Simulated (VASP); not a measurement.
```yaml
crystal:
  lattice:
    - [9.17207, -4.80564, -0.00020]
    - [9.17207, 4.80564, -0.00020]
    - [6.65436, 0.00000, 7.93350]
  atoms:
    - { symbol: Al, position: [0.42609, 0.42609, 0.42609] }
    - { symbol: Al, position: [0.17609, 0.17609, 0.17609] }
    - { symbol: Al, position: [0.07391, 0.07391, 0.07391] }
    - { symbol: Al, position: [0.32391, 0.32391, 0.32391] }
    - { symbol: Al, position: [0.42609, 0.42609, 0.92609] }
    - { symbol: Al, position: [0.17609, 0.17609, 0.67609] }
    - { symbol: Al, position: [0.07391, 0.07391, 0.57391] }
    - { symbol: Al, position: [0.32391, 0.32391, 0.82391] }
    - { symbol: Al, position: [0.42609, 0.92609, 0.42609] }
    - { symbol: Al, position: [0.17609, 0.67609, 0.17609] }
    - { symbol: Al, position: [0.07391, 0.57391, 0.07391] }
    - { symbol: Al, position: [0.32391, 0.82391, 0.32391] }
    - { symbol: Al, position: [0.42609, 0.92609, 0.92609] }
    - { symbol: Al, position: [0.17609, 0.67609, 0.67609] }
    - { symbol: Al, position: [0.07391, 0.57391, 0.57391] }
    - { symbol: Al, position: [0.32391, 0.82391, 0.82391] }
    - { symbol: Al, position: [0.92609, 0.42609, 0.42609] }
    - { symbol: Al, position: [0.67609, 0.17609, 0.17609] }
    - { symbol: Al, position: [0.57391, 0.07391, 0.07391] }
    - { symbol: Al, position: [0.82391, 0.32391, 0.32391] }
    - { symbol: Al, position: [0.92609, 0.42609, 0.92609] }
    - { symbol: Al, position: [0.67609, 0.17609, 0.67609] }
    - { symbol: Al, position: [0.57391, 0.07391, 0.57391] }
    - { symbol: Al, position: [0.82391, 0.32391, 0.82391] }
    - { symbol: Al, position: [0.92609, 0.92609, 0.42609] }
    - { symbol: Al, position: [0.67609, 0.67609, 0.17609] }
    - { symbol: Al, position: [0.57391, 0.57391, 0.07391] }
    - { symbol: Al, position: [0.82391, 0.82391, 0.32391] }
    - { symbol: Al, position: [0.92609, 0.92609, 0.92609] }
    - { symbol: Al, position: [0.67609, 0.67609, 0.67609] }
    - { symbol: Al, position: [0.57391, 0.57391, 0.57391] }
    - { symbol: Al, position: [0.82391, 0.82391, 0.82391] }
    - { symbol: O, position: [0.22163, 0.02837, 0.37500] }
    - { symbol: O, position: [0.02837, 0.37500, 0.22163] }
    - { symbol: O, position: [0.27837, 0.47163, 0.12500] }
    - { symbol: O, position: [0.12500, 0.27837, 0.47163] }
    - { symbol: O, position: [0.47163, 0.12500, 0.27837] }
    - { symbol: O, position: [0.37500, 0.22163, 0.02837] }
    - { symbol: O, position: [0.22163, 0.02837, 0.87500] }
    - { symbol: O, position: [0.02837, 0.37500, 0.72163] }
    - { symbol: O, position: [0.27837, 0.47163, 0.62500] }
    - { symbol: O, position: [0.12500, 0.27837, 0.97163] }
    - { symbol: O, position: [0.47163, 0.12500, 0.77837] }
    - { symbol: O, position: [0.37500, 0.22163, 0.52837] }
    - { symbol: O, position: [0.22163, 0.52837, 0.37500] }
    - { symbol: O, position: [0.02837, 0.87500, 0.22163] }
    - { symbol: O, position: [0.27837, 0.97163, 0.12500] }
    - { symbol: O, position: [0.12500, 0.77837, 0.47163] }
    - { symbol: O, position: [0.47163, 0.62500, 0.27837] }
    - { symbol: O, position: [0.37500, 0.72163, 0.02837] }
    - { symbol: O, position: [0.22163, 0.52837, 0.87500] }
    - { symbol: O, position: [0.02837, 0.87500, 0.72163] }
    - { symbol: O, position: [0.27837, 0.97163, 0.62500] }
    - { symbol: O, position: [0.12500, 0.77837, 0.97163] }
    - { symbol: O, position: [0.47163, 0.62500, 0.77837] }
    - { symbol: O, position: [0.37500, 0.72163, 0.52837] }
    - { symbol: O, position: [0.72163, 0.02837, 0.37500] }
    - { symbol: O, position: [0.52837, 0.37500, 0.22163] }
    - { symbol: O, position: [0.77837, 0.47163, 0.12500] }
    - { symbol: O, position: [0.62500, 0.27837, 0.47163] }
    - { symbol: O, position: [0.97163, 0.12500, 0.27837] }
    - { symbol: O, position: [0.87500, 0.22163, 0.02837] }
    - { symbol: O, position: [0.72163, 0.02837, 0.87500] }
    - { symbol: O, position: [0.52837, 0.37500, 0.72163] }
    - { symbol: O, position: [0.77837, 0.47163, 0.62500] }
    - { symbol: O, position: [0.62500, 0.27837, 0.97163] }
    - { symbol: O, position: [0.97163, 0.12500, 0.77837] }
    - { symbol: O, position: [0.87500, 0.22163, 0.52837] }
    - { symbol: O, position: [0.72163, 0.52837, 0.37500] }
    - { symbol: O, position: [0.52837, 0.87500, 0.22163] }
    - { symbol: O, position: [0.77837, 0.97163, 0.12500] }
    - { symbol: O, position: [0.62500, 0.77837, 0.47163] }
    - { symbol: O, position: [0.97163, 0.62500, 0.27837] }
    - { symbol: O, position: [0.87500, 0.72163, 0.02837] }
    - { symbol: O, position: [0.72163, 0.52837, 0.87500] }
    - { symbol: O, position: [0.52837, 0.87500, 0.72163] }
    - { symbol: O, position: [0.77837, 0.97163, 0.62500] }
    - { symbol: O, position: [0.62500, 0.77837, 0.97163] }
    - { symbol: O, position: [0.97163, 0.62500, 0.77837] }
    - { symbol: O, position: [0.87500, 0.72163, 0.52837] }
```

All values below come from PBE GGA, VASP's PBE PAW potentials (set 64) (plane waves; VASP). Numerical set-up: PREC = Normal, LREAL = Auto, 400 eV cut-off, 1×1×1 Γ-centred mesh, Gaussian smearing of 0.050 eV, potentials Al O.

At this cut-off the stress carries a Pulay error, which pulls relaxed volumes low. The supercell is sampled at Γ alone, which is coarse: total energies, pressure and levels can be off, energies of defects by several tenths of an eV.

### Question
Give the stress tensor in GPa (positive for a compressed cell).

### Answer

```
-6.35   0.00  -0.09
 0.00  -6.07   0.00
-0.09   0.00  -6.10
```
The pressure is its mean diagonal, -6.17 GPa.

The cell is a supercell, built from Al2O3 (corundum).
